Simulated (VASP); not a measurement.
OSZICAR of a VASP run on NaCl (rock salt):

OSZICAR:
```
       N       E                     dE             d eps       ncg     rms          rms(c)
DAV:   1     0.969955503177E+02    0.96996E+02   -0.74624E+03   641   0.128E+03
DAV:   2     0.102864548354E+01   -0.95967E+02   -0.89416E+02   755   0.293E+02
DAV:   3    -0.671234214396E+01   -0.77410E+01   -0.76934E+01   773   0.803E+01
DAV:   4    -0.687309963706E+01   -0.16076E+00   -0.16063E+00   744   0.127E+01
DAV:   5    -0.687662817524E+01   -0.35285E-02   -0.35283E-02   796   0.185E+00    0.222E+00
DAV:   6    -0.670138182082E+01    0.17525E+00   -0.33673E-01   744   0.423E+00    0.169E+00
DAV:   7    -0.668920725474E+01    0.12175E-01   -0.90137E-02   756   0.218E+00    0.112E+00
DAV:   8    -0.669397690238E+01   -0.47696E-02   -0.82331E-03   674   0.104E+00    0.238E-01
DAV:   9    -0.669391259500E+01    0.64307E-04   -0.17515E-04   781   0.141E-01    0.112E-01
DAV:  10    -0.669401619700E+01   -0.10360E-03   -0.20691E-04   677   0.162E-01    0.326E-02
DAV:  11    -0.669401174452E+01    0.44525E-05   -0.15379E-05   751   0.497E-02    0.360E-03
DAV:  12    -0.669401212258E+01   -0.37806E-06   -0.10305E-06   684   0.136E-02
   1 F= -.54481362E+01 E0= -.54481362E+01  d E =-.544814E+01
       N       E                     dE             d eps       ncg     rms          rms(c)
DAV:   1    -0.669071765299E+01    0.32941E-02   -0.25279E-02   719   0.252E+00    0.222E-01
DAV:   2    -0.668979539041E+01    0.92226E-03   -0.14084E-03   707   0.430E-01    0.896E-02
DAV:   3    -0.668962992768E+01    0.16546E-03   -0.40629E-04   731   0.240E-01    0.430E-02
DAV:   4    -0.668962406241E+01    0.58653E-05   -0.11333E-05   933   0.402E-02    0.346E-03
DAV:   5    -0.668962385427E+01    0.20815E-06   -0.12404E-06   373   0.901E-03
   2 F= -.54482436E+01 E0= -.54482436E+01  d E =-.107475E-03
```

Which electronic solver shows in the log?

It is blocked Davidson (ALGO = Normal, or the opening steps of other solvers). The INCAR had ALGO = Normal.

Can the final energy be trusted as converged?

The run converged. It stopped with EDIFF = 1E-6, NELM = 100, NSW = 40 and EDIFFG = -0.02 after 2 ionic steps (PBE GGA, plane waves, VASP's PBE PAW potentials (set 64)).

The compound is NaCl in the rock salt structure. This run relaxes it under an external pressure of 5 GPa. Symmetry was kept, so distortions that lower it aren't found.
